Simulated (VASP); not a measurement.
Input:

```
Li2O
1.0
    0.00000     2.32762     2.32762
    2.32762     0.00000     2.32762
    2.32762     2.32762     0.00000
Li O
2 1
Direct
  0.25000   0.25000   0.25000
  0.75000   0.75000   0.75000
  0.00000   0.00000   0.00000
```

The numbers are results of SCAN meta-GGA, VASP's PBE PAW potentials (set 64) (plane waves; VASP), not measurements. Settings: 520 eV cut-off, 10×10×10 Γ-centred mesh, Gaussian smearing of 0.050 eV, potentials Li_sv O.

Task: Give the stress tensor in GPa (positive for a compressed cell).

Result: 
```
-5.06   0.00   0.00
 0.00  -5.06   0.00
 0.00   0.00  -5.06
```
The pressure is its mean diagonal, -5.06 GPa.

The compound is Li2O in the antifluorite structure. This cell is one point of a volume scan, at 1.06 of the reference volume.
